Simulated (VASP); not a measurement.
Given:

```xyz
4
Lattice="2.2942 -3.9736 0.0000 2.2942 3.9736 0.0000 0.0000 0.0000 7.4668" Properties=species:S:1:pos:R:3 pbc="T T T"
Mg     2.2942    -1.3245     3.7315
Mg     2.2942     1.3245     7.4649
Te     2.2942    -1.3245     6.5428
Te     2.2942     1.3245     2.8094
```

All values below come from optB88-vdW, VASP's PBE PAW potentials (set 64) (plane waves; VASP). Settings: 520 eV cut-off, Gaussian smearing of 0.050 eV, potentials Mg Te.

Unless said otherwise, spin-orbit coupling is left out, though it shifts the bands of the heavy elements here.

Estimate the band gap (along the path) with the smallest direct gap where there is one.

```yaml
band gap (along the path): 2.41 eV
smallest direct gap (along the path): 2.41 eV
```

The absolute energy has meaning only against runs of the same code, potentials and settings.

The compound is MgTe in the wurtzite structure. It was relaxed first.
